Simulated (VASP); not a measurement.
Data:

```cif
data_O4Sr4
_chemical_formula_sum 'Sr4 O4'
_space_group_name_H-M_alt 'Fm-3m'
_space_group_IT_number 225
_space_group_name_Hall '-F 4 2 3'
_cell_length_a 5.20479
_cell_length_b 5.20479
_cell_length_c 5.20479
_cell_angle_alpha 90.000
_cell_angle_beta 90.000
_cell_angle_gamma 90.000
loop_
_atom_site_label
_atom_site_type_symbol
_atom_site_symmetry_multiplicity
_atom_site_Wyckoff_symbol
_atom_site_fract_x
_atom_site_fract_y
_atom_site_fract_z
_atom_site_occupancy
Sr1 Sr 4 a 0.00000 0.00000 0.00000 1
O1 O 4 b 0.50000 0.50000 0.50000 1
```
(The calculation used a cell of 2 atoms; values per cell refer to that cell.)

Method: PBE GGA, VASP's PBE PAW potentials (set 64) (plane waves; VASP 6.6.1). Run with 600 eV cut-off, 8×8×8 Γ-centred mesh, Gaussian smearing of 0.050 eV, potentials Sr_sv O.

Each relaxation starts from this cell; other phases were not tried.

Task: The cell is relaxed at 20 GPa. What happens?

Result: The volume per atom goes from 17.62 to 14.96 Å³ (-15.1 %), and the cell becomes a = b = c = 4.9277 Å, α = β = γ = 90.00°, space group Fm-3m. The gap on the mesh goes from 3.28 to 3.13 eV.

Task: The cell is relaxed at 30 GPa. What happens?

Result: The volume per atom goes from 17.62 to 14.18 Å³ (-19.5 %), and the cell becomes a = 4.841 Å, b = 4.841 Å, c = 4.841 Å, α = 90.00°, β = 90.00°, γ = 90.00°, space group Fm-3m. The gap on the mesh goes from 3.28 to 2.98 eV.

Failed runs are left out, and for metals the shear rows, which the mesh's noise covers.

The compound is SrO in the rock salt structure.
